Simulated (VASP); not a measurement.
Data:

```xyz
2
Lattice="0.0000 2.8537 2.8537 2.8537 0.0000 2.8537 2.8537 2.8537 0.0000" Properties=species:S:1:pos:R:3 pbc="T T T"
Ga     0.0000     0.0000     0.0000
As     1.4268     1.4268     1.4268
```

The numbers are results of optB86b-vdW, VASP's PBE PAW potentials (set 64) (plane waves; VASP), not measurements. Numerical set-up: 520 eV cut-off, Gaussian smearing of 0.050 eV, potentials Ga_d As.

Task: Give the energies of bands 7 to 12 at the high-symmetry points, in eV from the valence-band maximum.

Result: 
```
band     Γ      X      U      L      W
----  ----  -----  -----  -----  -----
7     0.00  -6.72  -6.54  -6.51  -6.54
8     0.00  -2.59  -3.72  -1.10  -3.41
9     0.00  -2.59  -2.18  -1.10  -3.22
10    0.23   1.48   1.94   0.87   4.45
11    3.69   1.64   4.54   4.59   4.68
12    3.69   9.88   7.75   4.59   5.27
```

The gap is direct, 0.23 eV, from the valence maximum at Γ to the conduction minimum at Γ.

Measured: gap 1.57 eV (computed value off by -1.34 eV), as given by Wei Chen et al., Physical Review Materials (2018), doi:10.1103/physrevmaterials.2.073803 [zero-point renormalisation of 0.05 eV added back (the table's ZPR column)].

The compound is GaAs in the zinc blende structure. It was relaxed first.
